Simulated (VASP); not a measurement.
Data:

```
MgSe
1.0
    0.00000     2.66426     2.66426
    2.66426     0.00000     2.66426
    2.66426     2.66426     0.00000
Mg Se
1 1
Cartesian
  0.00000   0.00000   0.00000
  2.66426   2.66426   2.66426
```

All values below come from PBEsol GGA, VASP's PBE PAW potentials (set 64) (plane waves; VASP). Settings: 500 eV cut-off, 9×9×9 Γ-centred mesh, Gaussian smearing of 0.050 eV, potentials Mg Se.

Energy and stress use the plane-wave basis of the starting cell.

Q: The ions, cell shape and volume at an external pressure of 10.0 GPa are relaxed. What does this cell relax into?

A: 
```
MgSe
1.0
    0.00000     2.61789     2.61789
    2.61789     0.00000     2.61789
    2.61789     2.61789     0.00000
Mg Se
1 1
Direct
  0.00000   0.00000   0.00000
  0.50000   0.50000   0.50000
```
Space group Fm-3m (225), at a tolerance of 0.03 Å.

Q: How do energy and volume change from the first to the last step?

A: The energy (σ→0) changes by +44.8 meV/atom and the volume by -5.1 %, in 3 ionic steps.

```tsv
step	E(σ→0) (eV)	max force (eV/Å)	pressure (GPa)	volume (Å³)
1	-8.0678	0.000	5.00	37.82
2	-7.8899	0.000	13.77	34.68
3	-7.9783	0.000	9.98	35.88
```

The structure was generated: MgSe was put into the rock salt type (Fm-3m), which need not be its known phase. This run relaxes it under an external pressure of 10 GPa. Symmetry was kept, so distortions that lower it aren't found.
